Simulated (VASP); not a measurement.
The system is Ga3BSb2.

```
Ga B Sb
1.0
     3.60816    0.00000    0.00000
    -1.80408    3.12476    0.00000
     0.00000    0.00000   10.92900
Ga B Sb
3 1 2
Direct
  0.66667 0.33333 0.02901
  0.66667 0.33333 0.42062
  0.00000 0.00000 0.60737
  0.00000 0.00000 0.90759
  0.33333 0.66667 0.80630
  0.33333 0.66667 0.22912
```

The cell was built by a generator and needn't be a form met in nature.

| Item | Value |
| --- | --- |
| Program | VASP 6.6.1 |
| Task | relaxation of cell and atoms |
| Functional | PBE |
| Potentials or basis | VASP PAW PBE potentials, release 64 (Ga_d, B, Sb) |
| Cutoff | 520 eV |
| k mesh | 10 × 10 × 4 |
| Occupations | gaussian, width 0.1 eV |
| Spin | no spin polarisation |

At the start: pressure 0.6 GPa; volume 20.54 Å³/atom.

Q: How do energy, volume and symmetry change on relaxing?

A: Over 23 steps the energy falls by 18.6 meV/atom and the volume is 20.39 Å³/atom (-0.7 %); space group P3m1 (No. 156, to 0.05 Å).

Step by step:
```csv
step,energy change (eV),largest force (eV/Å),pressure (GPa),volume (Å³)
1,0.0000,0.5705,0.63,123.22
2,-0.0427,0.4273,-0.40,124.66
3,-0.0574,0.3267,-1.25,125.99
4,-0.0886,0.2421,-0.24,123.57
5,-0.0923,0.2172,0.23,122.54
6,-0.1018,0.1965,0.17,122.59
7,-0.1074,0.1620,0.11,122.65
8,-0.1075,0.1653,0.08,122.65
9,-0.1101,0.0559,-0.24,122.97
10,-0.1101,0.0557,-0.32,122.99
11,-0.1110,0.0434,0.09,121.98
12,-0.1111,0.0365,-0.02,122.22
13,-0.1111,0.0355,0.08,122.16
14,-0.1111,0.0365,-0.01,122.20
15,-0.1111,0.0356,0.05,122.18
16,-0.1113,0.0161,0.02,122.20
17,-0.1113,0.0135,0.01,122.20
18,-0.1114,0.0136,-0.03,122.24
19,-0.1114,0.0179,-0.02,122.32
20,-0.1114,0.0261,-0.08,122.49
21,-0.1115,0.0199,-0.02,122.36
22,-0.1115,0.0066,0.07,122.34
23,-0.1115,0.0061,0.02,122.34
```

Final structure:
```
Ga B Sb
1.0
     3.53369    0.00000    0.00000
    -1.76684    3.06026    0.00000
     0.00000    0.00000   11.31283
Ga B Sb
3 1 2
Direct
  0.66667 0.33333 0.02608
  0.66667 0.33333 0.42194
  0.00000 0.00000 0.59235
  0.00000 0.00000 0.91758
  0.33333 0.66667 0.80902
  0.33333 0.66667 0.23304
```
